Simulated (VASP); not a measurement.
A cell of Se (trig) near equilibrium:

```yaml
crystal:
  lattice:
    - [2.25067, -3.89828, 0.00000]
    - [2.25067, 3.89828, 0.00000]
    - [0.00000, 0.00000, 4.98584]
  atoms:
    - { symbol: Se, position: [0.00000, 0.21755, 0.66667] }
    - { symbol: Se, position: [0.78245, 0.78245, 0.00000] }
    - { symbol: Se, position: [0.21755, 0.00000, 0.33333] }
```

Method: r2SCAN meta-GGA, VASP's PBE PAW potentials (set 64) (plane waves; VASP).

```json
[
 {"run": "as it is", "ΔE (meV/atom)": "0.0", "σxx": "0.00", "σyy": "0.00", "σzz": "0.06", "largest shear component, with its sign (GPa)": "0.00", "largest force (eV/Å)": "0.000", "gap (eV)": "1.32"},
 {"run": "after one change", "ΔE (meV/atom)": "0.4", "σxx": "-0.24", "σyy": "-0.11", "σzz": "-0.20", "largest shear component, with its sign (GPa)": "0.08", "largest force (eV/Å)": "0.006", "gap (eV)": "1.35"}
]
```
Stress is in GPa, positive when the cell is compressed; gaps are those on the k-mesh, and 0.00 means metallic.

Name the change that produced these shifts.
A. biaxial strain of -3.0 % in the xy plane
B. biaxial strain of +0.5 % in the xz plane
C. atom 3 (Se) moved by 0.100 Å along y
D. uniaxial strain of +2.0 % along x with the ions relaxed

D, uniaxial strain of +2.0 % along x with the ions relaxed

The compound is Se in the trig structure.
